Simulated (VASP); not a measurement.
All values below come from PBE GGA with D3 dispersion (Becke-Johnson damping), VASP's PBE PAW potentials (set 64) (plane waves; VASP 6.6.1).

VASP input:

INCAR:
```
ALGO  =  Normal
EDIFF  =  1E-7
ENCUT  =  520
GGA  =  PE
ISIF  =  2
ISMEAR  =  1
IVDW  =  12
LASPH  =  .TRUE.
LCHARG  =  .FALSE.
LMAXMIX  =  4
LREAL  =  .FALSE.
LWAVE  =  .FALSE.
NELM  =  100
PREC  =  Accurate
SIGMA  =  0.1
SYSTEM  =  NiAl
```

### KPOINTS
```
Automatic mesh
0
Gamma
13 13 13
0 0 0
```

**POSCAR**
```
NiAl
1
    2.8001788391     0.0000000000     0.0000000000
    0.0000000000     2.8001788391     0.0000000000
    0.0000000000     0.0000000000     2.8001788391
Al Ni
1 1
Direct
  0.5000000000   0.5000000000   0.5000000000
  0.0000000000   0.0000000000   0.0000000000
```

POTCAR, in this order: Al Ni (PBE.64 set). Program: vasp_std.

What VASP printed:

OSZICAR:
```
       N       E                     dE             d eps       ncg     rms          rms(c)
DAV:   1     0.412365161840E+02    0.41237E+02   -0.58097E+03  1696   0.141E+03
DAV:   2    -0.106687188933E+02   -0.51905E+02   -0.49388E+02  1698   0.212E+02
DAV:   3    -0.119139663991E+02   -0.12452E+01   -0.12341E+01  1962   0.428E+01
DAV:   4    -0.119345626489E+02   -0.20596E-01   -0.20586E-01  1976   0.490E+00
DAV:   5    -0.119351663127E+02   -0.60366E-03   -0.60364E-03  1914   0.873E-01    0.126E+01
DAV:   6    -0.133281525473E+02   -0.13930E+01   -0.54014E+01  1856   0.131E+02    0.144E+01
DAV:   7    -0.104391243538E+02    0.28890E+01   -0.15604E+01  1854   0.778E+01    0.109E+00
DAV:   8    -0.104351561495E+02    0.39682E-02   -0.30290E-01  1986   0.687E+00    0.108E+00
DAV:   9    -0.104202292713E+02    0.14927E-01   -0.55397E-02  1936   0.398E+00    0.174E-01
DAV:  10    -0.104199931195E+02    0.23615E-03   -0.87887E-04  1886   0.429E-01    0.100E-01
DAV:  11    -0.104199792924E+02    0.13827E-04   -0.67703E-05  2428   0.129E-01    0.302E-02
DAV:  12    -0.104199773384E+02    0.19539E-05   -0.62495E-06  1898   0.416E-02    0.492E-03
DAV:  13    -0.104199772386E+02    0.99811E-07   -0.16028E-07  1148   0.459E-03
   1 F= -.11387890E+02 E0= -.11387879E+02  d E =-.344241E-04
```

OUTCAR:
```
------------------------ aborting loop because EDIFF is reached ----------------------------------------
 Edisp (eV)   -0.96791
  FORCE on cell =-STRESS in cart. coord.  units (eV):
  Direction    XX          YY          ZZ          XY          YZ          ZX
  --------------------------------------------------------------------------------------
  Total       1.62161     1.62161     1.62161    -0.00000    -0.00000    -0.00000
  in kB     118.33148   118.33148   118.33148    -0.00000    -0.00000    -0.00000
  external pressure =      118.33 kB  Pullay stress =        0.00 kB
  volume of cell :       21.96
      direct lattice vectors                 reciprocal lattice vectors
     2.800178839  0.000000000  0.000000000     0.357120047  0.000000000  0.000000000
     0.000000000  2.800178839  0.000000000     0.000000000  0.357120047  0.000000000
     0.000000000  0.000000000  2.800178839     0.000000000  0.000000000  0.357120047
 POSITION                                       TOTAL-FORCE (eV/Angst)
 -----------------------------------------------------------------------------------
      1.40009      1.40009      1.40009         0.000000      0.000000      0.000000
      0.00000      0.00000      0.00000         0.000000      0.000000      0.000000
 -----------------------------------------------------------------------------------
    total drift:                                0.000000      0.000000      0.000000
  FREE ENERGIE OF THE ION-ELECTRON SYSTEM (eV)
  ---------------------------------------------------
  free  energy   TOTEN  =       -11.3878903330 eV

  energy  without entropy=      -11.3878559089  energy(sigma->0) =      -11.38787886
```
(Selected blocks of OUTCAR.)

The compound is NiAl in the CsCl type structure. This cell is one point of a volume scan, at 0.94 of the reference volume. The run is not spin-polarised, so no magnetic state was tried. The electron count is odd and the run is not spin-polarised, which forces a metal.
